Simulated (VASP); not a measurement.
Input of a VASP 6.6.1 run:

The input INCAR:

```
ALGO = Fast ; EDIFF = 1E-7
ENCUT = 520 ; ISIF = 2
ISMEAR = 0 ; LASPH = T
LCHARG = F ; LREAL = F
LWAVE = F ; NBANDS = 23
NELM = 100 ; PREC = Accurate
SIGMA = 0.05
```

Contents of KPOINTS:

```
k-points
0
Gamma
  6 6 6
```

POSCAR

```
NaMgF3
1.0
    4.2965374125      0.0000000000      0.0000000000
    0.0000000000      3.6051405875      0.0000000000
    0.0000000000      0.0000000000      3.9508390000
Na Mg F
1 1 3
Direct
    0.0000000000      0.0000000000      0.0000000000
    0.5000000000      0.5000000000      0.5000000000
    0.5000000000      0.5000000000      0.0000000000
    0.5000000000      0.0000000000      0.5000000000
    0.0000000000      0.5000000000      0.5000000000
```

Potentials or basis: VASP PAW LDA potentials, release 64 (Na_pv, Mg, F).

The run is started by

```console
$ cat potpaw_LDA.64/Na_pv/POTCAR potpaw_LDA.64/Mg/POTCAR potpaw_LDA.64/F/POTCAR > POTCAR
$ mpirun -np 1 vasp_std > vasp.out
```

Task: What does it give for the pressure?

Result: -4.0 GPa.

Task: What does it give for the band gap on the k mesh?

Result: 5.50 eV, indirect (least direct gap 5.96 eV).

Stress tensor (GPa, compression positive):
```
-12.08   0.00   0.00
  0.00   7.40   0.00
  0.00   0.00  -7.32
```

A k mesh can miss the band edges.
